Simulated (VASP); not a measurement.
**MgO (relaxed from the WC structure, space group P-6m2): computed properties**

Level of theory: r2SCAN meta-GGA, VASP's PBE PAW potentials (set 64) (plane waves; VASP 6.6.1).

For MgO, the space group is P-6m2 (187) and the cell comes out as a = 2.8950 Å, b = 2.8950 Å, c = 2.6434 Å, α = 90.00°, β = 90.00°, γ = 120.00°. The volume per atom is 9.59 Å³/atom and the band gap (over mesh and band path) comes out as 4.11 eV. The smallest direct gap (over mesh and band path) comes out as 4.53 eV and the band-edge character comes out as indirect, K to Γ. The density comes out as 3.49 g/cm³.

```yaml
crystal:
  lattice:
    - [2.89502, 0.00000, 0.00000]
    - [-1.44751, 2.50716, 0.00000]
    - [0.00000, 0.00000, 2.64338]
  atoms:
    - { symbol: Mg, position: [0.00000, 0.00000, 0.00000] }
    - { symbol: O, position: [0.66667, 0.33333, 0.50000] }
```

The structure was generated: MgO was put into the WC type (P-6m2), which need not be its known phase. It was relaxed first. Symmetry was kept, so distortions that lower it aren't found.
